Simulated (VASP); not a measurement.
Computed with PBEsol GGA, VASP's PBE PAW potentials (set 64) (plane waves; VASP).

The input files of a VASP run:

**KPOINTS**
```
Automatic mesh
0
Gamma
  4 4 4
```

File POSCAR:
```
Ga4P3Sb
1
    5.6031540417     0.0000000000    -0.0000000000
   -0.0000000000     5.6031540417     0.0000000000
   -0.0000000000    -0.0000000000     5.6031540417
Ga Sb P
4 1 3
Direct
  0.9875246618   0.9875246618   0.9875246618
  0.5124753382   0.5124753382   0.9875246618
  0.5124753382   0.9875246618   0.5124753382
  0.9875246618   0.5124753382   0.5124753382
  0.2500000000   0.2500000000   0.2500000000
  0.7500000000   0.7500000000   0.2500000000
  0.7500000000   0.2500000000   0.7500000000
  0.2500000000   0.7500000000   0.7500000000
```

**INCAR**
```
SYSTEM = Ga4P3Sb
PREC = Accurate
ENCUT = 400
EDIFF = 1E-6
NELM = 100
ALGO = Normal
LREAL = .FALSE.
LASPH = .TRUE.
ISMEAR = 0
SIGMA = 0.05
GGA = PS
LMAXMIX = 4
LWAVE = .FALSE.
LCHARG = .FALSE.
IBRION = 2
ISIF = 3
NSW = 60
EDIFFG = -0.02
```

POTCAR, in this order: Ga_d Sb P (PBE.64 set). Program: vasp_std.

The resulting files:

### OSZICAR
```
       N       E                     dE             d eps       ncg     rms          rms(c)
DAV:   1     0.559914260842E+03    0.55991E+03   -0.28733E+04   884   0.205E+03
DAV:   2     0.507780205739E+02   -0.50914E+03   -0.49616E+03   940   0.515E+02
DAV:   3    -0.330468489100E+02   -0.83825E+02   -0.81171E+02  1000   0.160E+02
DAV:   4    -0.382308860442E+02   -0.51840E+01   -0.51489E+01  1094   0.398E+01
DAV:   5    -0.383647722709E+02   -0.13389E+00   -0.13352E+00  1229   0.640E+00    0.781E+00
DAV:   6    -0.375546729410E+02    0.81010E+00   -0.16456E+00  1239   0.141E+01    0.479E+00
DAV:   7    -0.374259045606E+02    0.12877E+00   -0.67795E-01  1008   0.370E+00    0.163E+00
DAV:   8    -0.374186923347E+02    0.72122E-02   -0.12854E-01  1100   0.357E+00    0.356E-01
DAV:   9    -0.374188411090E+02   -0.14877E-03   -0.15491E-02  1120   0.154E+00    0.109E-01
DAV:  10    -0.374189636385E+02   -0.12253E-03   -0.25599E-03  1072   0.393E-01    0.528E-02
DAV:  11    -0.374191282244E+02   -0.16459E-03   -0.58196E-04  1189   0.129E-01    0.238E-02
DAV:  12    -0.374191146087E+02    0.13616E-04   -0.10924E-04  1048   0.924E-02    0.162E-02
DAV:  13    -0.374191210907E+02   -0.64820E-05   -0.15081E-05   855   0.186E-02    0.983E-03
DAV:  14    -0.374191208958E+02    0.19487E-06   -0.11410E-06   768   0.716E-03
   1 F= -.37419121E+02 E0= -.37419121E+02  d E =-.374191E+02
```

**OUTCAR**
```
------------------------ aborting loop because EDIFF is reached ----------------------------------------
  FORCE on cell =-STRESS in cart. coord.  units (eV):
  Direction    XX          YY          ZZ          XY          YZ          ZX
  --------------------------------------------------------------------------------------
  Total       -0.0291175     -0.0291175     -0.0291175     -0.0000000      0.0000000     -0.0000000
  in kB       -0.2651958     -0.2651958     -0.2651958     -0.0000000      0.0000000     -0.0000000
  external PRESSURE =      -0.2651958 kB  Pullay stress =       0.0000000 kB
  volume of cell :      175.91
      direct lattice vectors                 reciprocal lattice vectors
     5.603154042  0.000000000  0.000000000     0.178470910  0.000000000  0.000000000
     0.000000000  5.603154042  0.000000000     0.000000000  0.178470910  0.000000000
     0.000000000  0.000000000  5.603154042     0.000000000  0.000000000  0.178470910
 POSITION                                       TOTAL-FORCE (eV/Angst)
 -----------------------------------------------------------------------------------
      5.53325      5.53325      5.53325        -0.009979     -0.009979     -0.009979
      2.87148      2.87148      5.53325         0.009979      0.009979     -0.009979
      2.87148      5.53325      2.87148         0.009979     -0.009979      0.009979
      5.53325      2.87148      2.87148        -0.009979      0.009979      0.009979
      1.40079      1.40079      1.40079         0.000000      0.000000      0.000000
      4.20237      4.20237      1.40079         0.000000      0.000000      0.000000
      4.20237      1.40079      4.20237         0.000000     -0.000000      0.000000
      1.40079      4.20237      4.20237        -0.000000      0.000000      0.000000
 -----------------------------------------------------------------------------------
    total drift:                                0.000000      0.000000      0.000000
  FREE ENERGIE OF THE ION-ELECTRON SYSTEM (eV)
  ---------------------------------------------------
  free  energy   TOTEN  =       -37.4191208958 eV

  energy  without entropy=      -37.4191208851  energy(sigma->0) =      -37.41912089

 reached required accuracy - stopping structural energy minimisation
```
(Selected blocks of OUTCAR.)

**OUTCAR**
```
 val. band max:        4.8625554896   @ k =   0.0000   0.0000   0.0000

 cond. band min:       5.2069417369   @ k =   0.0000   0.0000   0.0000


 Fermi energy:         5.0385744661

 k-point     1 :       0.0000    0.0000    0.0000
  band No.  band energies     occupation
      1     -10.0567      2.00000
      2     -10.0567      2.00000
      3     -10.0527      2.00000
      4      -9.9587      2.00000
      5      -9.9587      2.00000
      6      -9.9587      2.00000
      7      -9.9147      2.00000
      8      -9.9147      2.00000
      9      -9.9147      2.00000
     10      -9.8988      2.00000
     11      -9.8988      2.00000
     12      -9.8988      2.00000
     13      -9.8959      2.00000
     14      -9.8959      2.00000
     15      -9.8959      2.00000
     16      -9.8733      2.00000
     17      -9.8733      2.00000
     18      -9.8556      2.00000
     19      -9.8556      2.00000
     20      -9.8556      2.00000
     21      -7.5995      2.00000
     22      -4.9898      2.00000
     23      -4.9898      2.00000
     24      -4.0317      2.00000
     25      -2.1141      2.00000
     26      -2.1141      2.00000
     27      -2.1141      2.00000
     28       1.8976      2.00000
     29       1.8976      2.00000
     30       1.8976      2.00000
     31       2.1067      2.00000
     32       2.1067      2.00000
     33       2.1067      2.00000
     34       4.8626      2.00000
     35       4.8626      2.00000
     36       4.8626      2.00000
     37       5.2069      0.00000
     38       6.1762      0.00000
     39       6.1762      0.00000
     40       6.1762      0.00000
     41       6.3274      0.00000
     42       6.3274      0.00000
     43       6.6901      0.00000

 k-point     2 :       0.2500    0.0000    0.0000
  band No.  band energies     occupation
      1     -10.0509      2.00000
      2     -10.0471      2.00000
      3     -10.0427      2.00000
      4      -9.9745      2.00000
      5      -9.9520      2.00000
...
```

Unless said otherwise, spin-orbit coupling is left out, though it shifts the bands of the heavy elements here.

The structure was generated: Ga4P3Sb was put into an ordered model structure (P-43m), which need not be its known phase. It was relaxed first. The start is the result of an earlier pass.
